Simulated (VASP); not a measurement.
OSZICAR of a VASP run on LiCl (rock salt):

**OSZICAR**
```
       N       E                     dE             d eps       ncg     rms          rms(c)
DAV:   1     0.446786388574E+02    0.44679E+02   -0.42662E+03   522   0.101E+03
DAV:   2    -0.549432291535E+01   -0.50173E+02   -0.48505E+02   712   0.161E+02
DAV:   3    -0.762964676867E+01   -0.21353E+01   -0.21333E+01   631   0.399E+01
DAV:   4    -0.768747838374E+01   -0.57832E-01   -0.57735E-01   833   0.626E+00
DAV:   5    -0.768790277554E+01   -0.42439E-03   -0.42438E-03   666   0.538E-01    0.227E+00
DAV:   6    -0.763137675482E+01    0.56526E-01   -0.12821E-01   600   0.205E+00    0.154E+00
DAV:   7    -0.763055288473E+01    0.82387E-03   -0.41403E-02   800   0.131E+00    0.753E-01
DAV:   8    -0.763268381262E+01   -0.21309E-02   -0.51805E-03   634   0.621E-01    0.110E-01
DAV:   9    -0.763268005116E+01    0.37615E-05   -0.19979E-04   690   0.124E-01    0.371E-02
DAV:  10    -0.763271215834E+01   -0.32107E-04   -0.51010E-05   582   0.656E-02    0.220E-02
DAV:  11    -0.763271412013E+01   -0.19618E-05   -0.65450E-06   648   0.216E-02    0.575E-03
DAV:  12    -0.763271432617E+01   -0.20604E-06   -0.23136E-07   307   0.521E-03
   1 F= -.76327143E+01 E0= -.76327143E+01  d E =-.763271E+01
       N       E                     dE             d eps       ncg     rms          rms(c)
DAV:   1    -0.766394283775E+01   -0.31229E-01   -0.51250E-01   522   0.539E+00    0.106E+00
DAV:   2    -0.764099959430E+01    0.22943E-01   -0.61713E-02   639   0.174E+00    0.367E-01
DAV:   3    -0.763826508613E+01    0.27345E-02   -0.11356E-02   541   0.695E-01    0.232E-01
DAV:   4    -0.763818034776E+01    0.84738E-04   -0.27965E-04   891   0.145E-01    0.475E-02
DAV:   5    -0.763818176643E+01   -0.14187E-05   -0.33169E-05   723   0.466E-02    0.120E-02
DAV:   6    -0.763818092251E+01    0.84392E-06   -0.97057E-07   511   0.107E-02
   2 F= -.76381809E+01 E0= -.76381809E+01  d E =-.546660E-02
       N       E                     dE             d eps       ncg     rms          rms(c)
DAV:   1    -0.765813263274E+01   -0.19951E-01   -0.36180E-01   522   0.454E+00    0.886E-01
DAV:   2    -0.764206955945E+01    0.16063E-01   -0.43030E-02   647   0.146E+00    0.309E-01
DAV:   3    -0.764010648563E+01    0.19631E-02   -0.80427E-03   543   0.583E-01    0.195E-01
DAV:   4    -0.764004802822E+01    0.58457E-04   -0.20057E-04   900   0.122E-01    0.394E-02
DAV:   5    -0.764004956068E+01   -0.15325E-05   -0.22730E-05   692   0.386E-02    0.100E-02
DAV:   6    -0.764004892670E+01    0.63398E-06   -0.68533E-07   465   0.916E-03
   3 F= -.76400489E+01 E0= -.76400489E+01  d E =-.733460E-02
       N       E                     dE             d eps       ncg     rms          rms(c)
DAV:   1    -0.764091660033E+01   -0.86704E-03   -0.16137E-02   522   0.956E-01    0.185E-01
DAV:   2    -0.764019934025E+01    0.71726E-03   -0.19180E-03   647   0.309E-01    0.654E-02
DAV:   3    -0.764011136522E+01    0.87975E-04   -0.36053E-04   543   0.124E-01    0.409E-02
DAV:   4    -0.764011169072E+01   -0.32550E-06   -0.89962E-06   899   0.258E-02
   4 F= -.76401117E+01 E0= -.76401117E+01  d E =-.739736E-02
```

Which electronic solver shows in the log?

It is blocked Davidson (ALGO = Normal, or the opening steps of other solvers). The INCAR had ALGO = Normal.

Can the final energy be trusted as converged?

Self-consistency was reached. It stopped with EDIFF = 1E-6, NELM = 100, NSW = 60 and EDIFFG = -0.01 after 4 ionic steps (PBEsol GGA, plane waves, VASP's PBE PAW potentials (set 64)). Energy and stress use the plane-wave basis of the starting cell.

The compound is LiCl in the rock salt structure. This run relaxes it. Symmetry was kept, so distortions that lower it aren't found.
